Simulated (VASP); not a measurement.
Output of a VASP run:

### OSZICAR
```
       N       E                     dE             d eps       ncg     rms          rms(c)
DAV:   1     0.105059755687E+03    0.10506E+03   -0.73011E+03   480   0.119E+03
DAV:   2     0.162313219960E+00   -0.10490E+03   -0.97491E+02   568   0.272E+02
DAV:   3    -0.634899927110E+01   -0.65113E+01   -0.64793E+01   628   0.627E+01
DAV:   4    -0.659709755254E+01   -0.24810E+00   -0.24780E+00   824   0.105E+01
DAV:   5    -0.659855788887E+01   -0.14603E-02   -0.14602E-02   640   0.839E-01    0.357E+00
DAV:   6    -0.645077228288E+01    0.14779E+00   -0.24219E-01   568   0.282E+00    0.264E+00
DAV:   7    -0.643921720235E+01    0.11555E-01   -0.11248E-01   608   0.207E+00    0.121E+00
DAV:   8    -0.644534928558E+01   -0.61321E-02   -0.12286E-02   660   0.994E-01    0.153E-01
DAV:   9    -0.644557465084E+01   -0.22537E-03   -0.29967E-04   620   0.120E-01    0.821E-02
DAV:  10    -0.644594965439E+01   -0.37500E-03   -0.46032E-04   556   0.149E-01    0.280E-02
DAV:  11    -0.644594996984E+01   -0.31545E-06   -0.85400E-06   700   0.198E-02    0.131E-02
DAV:  12    -0.644595146252E+01   -0.14927E-05   -0.23203E-06   584   0.115E-02    0.182E-03
DAV:  13    -0.644595191973E+01   -0.45722E-06   -0.71465E-07   592   0.618E-03    0.245E-03
DAV:  14    -0.644595201279E+01   -0.93061E-07   -0.57710E-08   440   0.181E-03
   1 F= -.64459520E+01 E0= -.64459520E+01  d E =-.405387E-12
```

File OUTCAR:
```
------------------------ aborting loop because EDIFF is reached ----------------------------------------
  FORCE on cell =-STRESS in cart. coord.  units (eV):
  Direction    XX          YY          ZZ          XY          YZ          ZX
  --------------------------------------------------------------------------------------
  Total        0.4567472      0.4567472      0.4567472      0.0000000     -0.0000000      0.0000000
  in kB       11.0377015     11.0377015     11.0377015      0.0000000     -0.0000000      0.0000000
  external PRESSURE =      11.0377015 kB  Pullay stress =       0.0000000 kB
  volume of cell :       66.30
      direct lattice vectors                 reciprocal lattice vectors
     0.000000000  3.212372731  3.212372731    -0.155648190  0.155648190  0.155648190
     3.212372731  0.000000000  3.212372731     0.155648190 -0.155648190  0.155648190
     3.212372731  3.212372731  0.000000000     0.155648190  0.155648190 -0.155648190
  FREE ENERGIE OF THE ION-ELECTRON SYSTEM (eV)
  ---------------------------------------------------
  free  energy   TOTEN  =        -6.4459520128 eV

  energy  without entropy=       -6.4459520128  energy(sigma->0) =       -6.44595201
```
(Selected blocks of OUTCAR.)

POSCAR:
```
KBr
1
    0.0000000000     3.2123727315     3.2123727315
    3.2123727315     0.0000000000     3.2123727315
    3.2123727315     3.2123727315     0.0000000000
K Br
1 1
Direct
  0.0000000000   0.0000000000   0.0000000000
  0.5000000000   0.5000000000   0.5000000000
```

Q: Write an INCAR and KPOINTS that could have produced this output.

A: This is not unique; one that fits is the input of the run itself, PBEsol GGA, plane waves, VASP's PBE PAW potentials (set 64).

INCAR:
```
ALGO=Normal
EDIFF=1E-7
ENCUT=520
GGA=PS
ISIF=2
ISMEAR=0
LASPH=.TRUE.
LCHARG=.FALSE.
LMAXMIX=4
LREAL=.FALSE.
LWAVE=.FALSE.
NELM=100
PREC=Accurate
SIGMA=0.05
SYSTEM=KBr
```

### KPOINTS
```
Automatic mesh
0
G
  7 7 7
0 0 0
```

POTCAR, in this order: K_sv Br (PBE.64 set). Program: vasp_std.

The compound is KBr in the rock salt structure. This cell is one point of a volume scan, at 0.94 of the reference volume.
